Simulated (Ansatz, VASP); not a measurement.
**CaSb2: VASP beside Ansatz**

```xyz
3
Lattice="3.4851 0.0000 0.0000 -1.7426 3.0182 0.0000 0.0000 0.0000 33.2023" Properties=species:S:1:pos:R:3 pbc="T T T"
Ca    0.0000    0.0000    9.0000
Sb    1.7426    1.0061   11.5874
Sb    0.0000    2.0121    6.4126
```

Change from the starting cell: species swapped into a sheet of the LaSb2 type.

Alike in both runs: functional PBE; k mesh 15 × 15 × 1; occupations gaussian, width 0.1 eV; no spin polarisation.

Ansatz relaxed the structure, and its values are those at the end. VASP's run is a single point on that final structure, the one shown.

```csv
,VASP,Ansatz
version,VASP 6.6.1,Ansatz 0.2.0
potentials or method,"VASP PAW PBE potentials, release 64 (Ca_sv, Sb)","scalar-relativistic, plane waves, PAW"
plane-wave cutoff (eV),520,420
valence electrons in the cell,20,40
```

Ansatz gave:

```
gap on the k mesh at the Fermi level (eV) : none
rms of the force components (eV/Å)        : 0.000
```

Question: What did VASP give for the same quantities?

Answer: gap on the k mesh at the Fermi level (eV): none; rms of the force components (eV/Å): 0.009.

A gap of «none» marks a metal or a gap that the smearing closes. The functional is the same, so the differences come from potentials, cutoffs and numerics. The two sets of potentials don't hold the same shells in valence.

Spin-orbit coupling is left out, which matters for the levels of Sb.
